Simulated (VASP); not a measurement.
Wanted: the native input for a VASP 6.6.1 run.

| Property | Result |
| --- | --- |
| Task | optical spectrum |
| Functional | r2SCAN |
| Potentials or basis | VASP PAW PBE potentials, release 64 (Ga_d, P) |
| Cutoff | 520 eV |
| k mesh | 14 × 14 × 14 |
| Occupations | gaussian, width 0.02 eV |
| Spin | no spin polarisation |
| Further INCAR settings | ALGO = Normal; EDIFF = 1e-07; NBANDS = 33 |

The structure of GaP lies in POSCAR:

```
GaP                                     
1.0
    0.0000000000      2.7251461178      2.7251461178
    2.7251461178      0.0000000000      2.7251461178
    2.7251461178      2.7251461178      0.0000000000
  Ga              P             
     1     1
Direct
     0.0000000000000000    0.0000000000000000    0.0000000000000000
     0.2500000000000000    0.2500000000000000    0.2500000000000000
```

These files were run (other wordings do the same):

INCAR

```
PREC = Accurate
ENCUT = 520
EDIFF = 1E-7
ISMEAR = 0
SIGMA = 0.02
LREAL = F
LASPH = T
NELM = 80
ALGO = Normal
ISIF = 2
LWAVE = F
LCHARG = F
METAGGA = R2SCAN
LMIXTAU = T
LOPTICS = T
NBANDS = 33
NEDOS = 2000
CSHIFT = 0.1
```

KPOINTS

```
Automatic mesh
0
Gamma
  14 14 14
```

Potentials or basis: VASP PAW PBE potentials, release 64 (Ga_d, P).

Launch:

```sh
$ cat potpaw_PBE.64/Ga_d/POTCAR potpaw_PBE.64/P/POTCAR > POTCAR
$ mpirun -np 1 vasp_std > vasp.out
```

It gave:

```
Pressure               : 0.0 GPa
Band gap on the k mesh : 1.85 eV, indirect (least direct gap 2.35 eV)
```

Caveat: independent-particle spectra lack excitons; the PAW data sets were made with another functional, which shifts forces and pressure a little.

Run time: 15 min on 1 thread of Intel(R) Xeon(R) Platinum 8259CL CPU @ 2.50GHz (Skylake/Cascade Lake), with other jobs on the host, peak memory 0.33 GiB.
